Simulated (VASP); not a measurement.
# GaGe (F-43m) in VASP: a series of runs

Runs on GaGe. Level: r2SCAN. Tasks: single point.

Program: VASP 6.6.1. These are calculated values, not measurements. Logs are shortened: lines on timing, memory, paths and dates and some standing lists are left out, and cuts for length are marked.

## 1. The structure

Symmetry: F-43m, No. 216, cubic system. Conventional cell: a = 5.796 Å, b = 5.796 Å, c = 5.796 Å, α = 90.00°, β = 90.00°, γ = 90.00°. Ge (site symmetry -43m) has 4 Ga at 2.51 Å as nearest neighbours. Around Ga (site symmetry -43m) lie 4 Ge at 2.51 Å.

The cell comes from a database or a generator and needn't be the stable form of this composition.

## 2. Single point, r2SCAN

File INCAR:

```
PREC     = Accurate       # precision mode
ENCUT    = 300            # plane-wave cutoff, eV
EDIFF    = 1E-6           # SCF threshold, eV
ISMEAR   = 0              # smearing method
SIGMA    = 0.05           # smearing width, eV
LREAL    = F              # projectors in reciprocal space
LASPH    = T              # aspherical terms in the spheres
NELM     = 100            # most SCF steps
ALGO     = Normal         # electronic algorithm
ISIF     = 2              # what is computed and relaxed
LWAVE    = F              # write WAVECAR
LCHARG   = F              # write CHGCAR
METAGGA  = R2SCAN         # meta-GGA
LMIXTAU  = T            
ADDGRID  = F
```

File KPOINTS:

```
Automatic mesh
0
Gamma
  2 2 2
```

File POSCAR:

```
GaGe
1.0
    0.0000000000      2.8978440000      2.8978440000
    2.8978440000      0.0000000000      2.8978440000
    2.8978440000      2.8978440000      0.0000000000
Ge Ga
1 1
Direct
    0.0000000000      0.0000000000      0.0000000000
    0.2500000000      0.2500000000      0.2500000000
```

Potentials or basis: VASP PAW PBE potentials, release 64 (Ge, Ga).

On the command line:

```sh
cat potpaw_PBE.64/Ge/POTCAR potpaw_PBE.64/Ga/POTCAR > POTCAR
mpirun -np 1 vasp_std > vasp.out
```

OUTCAR:

```text
PREC = Accurate
   ENCUT = 300
   EDIFF = 1E-6
   ISMEAR = 0
   LREAL = F
   LASPH = T
   NELM = 100
   ISIF = 2
   METAGGA = R2SCAN

 Found      3 irreducible k-points:

 Following reciprocal coordinates:
            Coordinates               Weight
  0.000000  0.000000  0.000000      1.000000
  0.500000  0.000000  0.000000      4.000000
  0.500000  0.500000  0.000000      3.000000
   k-points           NKPTS =      3   k-points in BZ     NKDIM =      3   number of bands    NBANDS=      7
   number of dos      NEDOS =    301   number of ions     NIONS =      2
   total plane-waves  NPLWV =  13824
   dimension x,y,z NGX =    24 NGY =   24 NGZ =   24
   dimension x,y,z NGXF=    48 NGYF=   48 NGZF=   48
   ions per type =               1   1
   NGX,Y,Z   is equivalent  to a cutoff of   9.74,  9.74,  9.74 a.u.
   NGXF,Y,Z  is equivalent  to a cutoff of  19.47, 19.47, 19.47 a.u.
 SYSTEM =  unknown system
   PREC   = accura    normal or accurate (medium, high low for compatibility)
   ISTART =      0    job   : 0-new  1-cont  2-samecut
   ICHARG =      2    charge: 1-file 2-atom 10-const
   ISPIN  =      1    spin polarized calculation?
   LNONCOLLINEAR =      F non collinear calculations
   LSORBIT =      F    spin-orbit coupling
   LASPH  =      T    aspherical Exc in radial PAW
   ENCUT  =  300.0 eV  22.05 Ry    4.70 a.u.   5.79  5.79  5.79*2*pi/ulx,y,z
   NELM   =    100;   NELMIN=  2; NELMDL= -5     # of ELM steps
   EDIFF  = 0.1E-05   stopping-criterion for ELM
   LREAL  =      F    real-space projection
   EDIFFG = 0.1E-04   stopping-criterion for IOM
   NSW    =      0    number of steps for IOM
   IBRION =     -1    ionic relax: 0-MD 1-quasi-New 2-CG
   NFREE  =      0    steps in history (QN), initial steepest desc. (CG)
   ISIF   =      2    stress and relaxation
   ISYM   =      2    0-nonsym 1-usesym 2-fastsym
   POTIM  = 0.5000    time-step for ionic-motion
   TEBEG  =    0.0;   TEEND  =   0.0 temperature during run
   PSTRESS=    0.0 pullay stress
   NELECT =       7.0000    total number of electrons
   NUPDOWN=      -1.0000    fix difference up-down
   EMIN   =  10.00;   EMAX   =-10.00  energy-range for DOS
   EFERMI =   0.00;   METHOD = LEGACY
   ISMEAR =     0;   SIGMA  =   0.05  broadening in eV -4-tet -1-fermi 0-gaus
   EFERMI_NEDOS =   21; number of points for ismear=-14 and -15
   IALGO  =     38    algorithm
   IMIX   =      4    mixing-type and parameters
     AMIX     =   0.40;   BMIX     =  1.00
     AMIX_MAG =   1.60;   BMIX_MAG =  1.00
  volume/ion in A,a.u.               =      24.33       164.22
  Fermi-wavevector in a.u.,A,eV,Ry     =   0.857740  1.620894 10.010058  0.735719
  Thomas-Fermi vector in A             =   1.974840
   LORBIT       =      0    0 simple, 1 ext, 2 COOP (PROOUT), +10 PAW based schemes
   METAGGA = R2SCAN    functional components
   LHFCALC =     F    Hartree Fock is set to
   AEXX    =    0.0000 exact exchange contribution
   IVDW    =     0    specifies the selected vdW correction
   LEPSILON=     F    determine dielectric tensor
   LRPA    =     F    only Hartree local field effects (RPA)
 non-spin polarized calculation
 Gauss-broadening in eV      SIGMA  =   0.05
  energy-cutoff  :      300.00
  volume of cell :       48.67
 maximum number of plane-waves:       588
 NGX is ok and might be reduce to    24
   NGX = 11   NGY = 11   NGZ = 11

 number of electron       7.0000000 magnetization

 Free energy of the ion-electron system (eV)
  ---------------------------------------------------
  ext. energy  EPLUGINS =         0.00000000
  ---------------------------------------------------
  free energy    TOTEN  =       -23.09046042 eV

  energy without entropy =      -23.07590438  energy(sigma->0) =      -23.08318240

 E-fermi :   1.7619     XC(G=0):  -9.0168

 val. band max:        1.7212112277   @ k =   0.5000   0.0000   0.0000
 cond. band min:       3.1080829234   @ k =   0.0000   0.0000   0.0000
 fundamental gap:      1.3868716957
 Fermi energy:         1.7618807605

 k-point     1 :       0.0000    0.0000    0.0000
  band No.  band energies     occupation
      1      -9.5961      2.00000
      2       3.1081      0.00000
      3       3.1081      0.00000
      4       3.1081      0.00000
      5       3.9952      0.00000
      6       5.9188      0.00000
      7       5.9188      0.00000

 k-point     2 :       0.5000    0.0000    0.0000
  band No.  band energies     occupation
      1      -7.5759      2.00000
      2      -4.2081      2.00000
      3       1.7212      1.75002
      4       1.7212      1.74998
      5       3.7811      0.00000
      6       6.9561      0.00000
      7       6.9561      0.00000

 k-point     3 :       0.5000    0.5000    0.0000
  band No.  band energies     occupation
      1      -6.4402      2.00000
      2      -4.6859      2.00000
      3       0.0081      2.00000
      4       0.0081      2.00000
      5       3.9099      0.00000
      6       4.0273      0.00000
      7      13.0269      0.00000

------------------------ aborting loop because EDIFF is reached ----------------------------------------

  FORCE on cell =-STRESS in cart. coord.  units (eV):
  Direction    XX          YY          ZZ          XY          YZ          ZX
  --------------------------------------------------------------------------------------
  -------------------------------------------------------------------------------------
  Total       -0.0035940     -0.0035940     -0.0035940      0.0000000      0.0000000     -0.0000000
  in kB       -0.1183146     -0.1183146     -0.1183146      0.0000000      0.0000000     -0.0000000
  external PRESSURE =      -0.1183146 kB  Pullay stress =       0.0000000 kB

 VOLUME and BASIS-vectors are now :
 -----------------------------------------------------------------------------
  energy-cutoff  :      300.00
  volume of cell :       48.67
      direct lattice vectors                 reciprocal lattice vectors
     0.000000000  2.897844000  2.897844000    -0.172542069  0.172542069  0.172542069
     2.897844000  0.000000000  2.897844000     0.172542069 -0.172542069  0.172542069
     2.897844000  2.897844000  0.000000000     0.172542069  0.172542069 -0.172542069

 POSITION                                       TOTAL-FORCE (eV/Angst)
 -----------------------------------------------------------------------------------
      0.00000      0.00000      0.00000        -0.000000     -0.000000     -0.000000
      1.44892      1.44892      1.44892         0.000000      0.000000      0.000000
 -----------------------------------------------------------------------------------
    total drift:                               -0.000000     -0.000000     -0.000000

  FREE ENERGIE OF THE ION-ELECTRON SYSTEM (eV)
  ---------------------------------------------------
  free  energy   TOTEN  =       -23.0904604190 eV

  energy  without entropy=      -23.0759043763  energy(sigma->0) =      -23.08318240
```

It took 16 s on 1 thread of AMD EPYC 7R43 (Zen 3), shared host; peak memory 0.1 GiB.

These settings aren't checked as converged: the numbers below hold their error.

What came out:

```yaml
Free_energy: -23.0905 eV
Pressure: 0.0 GPa
Band_gap_on_the_k_mesh: none (metal or under the smearing width)
```

Caveat: the k mesh is coarse (spacing up to 0.94 Å⁻¹), so the values aren't converged; the PAW data sets were made with another functional, which shifts forces and pressure a little.

## 3. Single point, r2SCAN

INCAR: that of step 2 with these lines changed.

```diff
@@ -1,3 +1,3 @@
 PREC     = Accurate       # precision mode
-ENCUT    = 300            # plane-wave cutoff, eV
+ENCUT    = 350            # plane-wave cutoff, eV
 EDIFF    = 1E-6           # SCF threshold, eV
```

KPOINTS is that of step 2.

POSCAR is that of step 2.

Potentials or basis: VASP PAW PBE potentials, release 64 (Ge, Ga).

On the command line:

```sh
cat potpaw_PBE.64/Ge/POTCAR potpaw_PBE.64/Ga/POTCAR > POTCAR
mpirun -np 1 vasp_std > vasp.out
```

Wall time 19 s (1 thread of AMD EPYC 7R43 (Zen 3), shared host); peak memory 0.12 GiB.

The run converged, but some of its settings lie outside the range that counts as converged, so its numbers aren't taken as properties of the crystal.

What came out:

```yaml
Free_energy: -23.0915 eV
Pressure: 0.0 GPa
Band_gap_on_the_k_mesh: none (metal or under the smearing width)
```

Caveat: the k mesh is coarse (spacing up to 0.94 Å⁻¹), so the values aren't converged; the PAW data sets were made with another functional, which shifts forces and pressure a little.

## 4. Single point, r2SCAN

INCAR: that of step 3 with these lines changed.

```diff
@@ -1,3 +1,3 @@
 PREC     = Accurate       # precision mode
-ENCUT    = 350            # plane-wave cutoff, eV
+ENCUT    = 450            # plane-wave cutoff, eV
 EDIFF    = 1E-6           # SCF threshold, eV
```

KPOINTS is that of step 3.

POSCAR is that of step 3.

On the command line:

```sh
cat potpaw_PBE.64/Ge/POTCAR potpaw_PBE.64/Ga/POTCAR > POTCAR
mpirun -np 1 vasp_std > vasp.out
```

Wall time 18 s (1 thread of AMD EPYC 7R43 (Zen 3), shared host); peak memory 0.12 GiB.

The run converged, but some of its settings lie outside the range that counts as converged, so its numbers aren't taken as properties of the crystal.

What came out:

| Property | Result |
| --- | --- |
| Free energy | -23.0922 eV |
| Pressure | 0.0 GPa |
| Band gap on the k mesh | none (metal or under the smearing width) |

Caveat: the k mesh is coarse (spacing up to 0.94 Å⁻¹), so the values aren't converged; the PAW data sets were made with another functional, which shifts forces and pressure a little.

## 5. The reference run

An earlier run on the cell as given: functional PBE; potentials or basis VASP PAW PBE potentials, release 64 (Ge_d, Ga_d); cutoff 520 eV; k mesh 8 × 8 × 8; occupations fermi-dirac, width 0.05 eV; no spin polarisation.

* Pressure: 0.3 GPa
* Band gap on the k mesh: none (metal or under the smearing width)
